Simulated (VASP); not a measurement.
Input:

```
FeSi
1.0
    4.37697     0.00000     0.00000
    0.00000     4.37697     0.00000
    0.00000     0.00000     4.37697
Fe Si
4 4
Direct
  0.86196   0.63804   0.36196
  0.36196   0.86196   0.63804
  0.13804   0.13804   0.13804
  0.63804   0.36196   0.86196
  0.15857   0.34143   0.65857
  0.65857   0.15857   0.34143
  0.84143   0.84143   0.84143
  0.34143   0.65857   0.15857
```

Level of theory: PBEsol GGA, VASP's PBE PAW potentials (set 64) (plane waves; VASP). Run with 500 eV cut-off, 5×5×5 Γ-centred mesh, Gaussian smearing of 0.050 eV, potentials Fe Si.

Question: The ions, cell shape and volume at an external pressure of 10.0 GPa are relaxed. Predict the relaxed structure.

Answer: 
```
FeSi
1.0
    4.35055     0.00000     0.00000
    0.00000     4.35055     0.00000
    0.00000     0.00000     4.35055
Fe Si
4 4
Direct
  0.86128   0.63872   0.36128
  0.36128   0.86128   0.63872
  0.13872   0.13872   0.13872
  0.63872   0.36128   0.86128
  0.15825   0.34175   0.65825
  0.65825   0.15825   0.34175
  0.84175   0.84175   0.84175
  0.34175   0.65825   0.15825
```
Space group P2_13 (198), at a tolerance of 0.03 Å.

Question: How do energy and volume change from the first to the last step?

Answer: The energy (σ→0) changes by +8.9 meV/atom and the volume by -1.8 %, in 6 ionic steps.

The compound is FeSi in the B20 structure. This run relaxes it under an external pressure of 10 GPa. Symmetry was kept, so distortions that lower it aren't found. The run is not spin-polarised, so no magnetic state was tried.
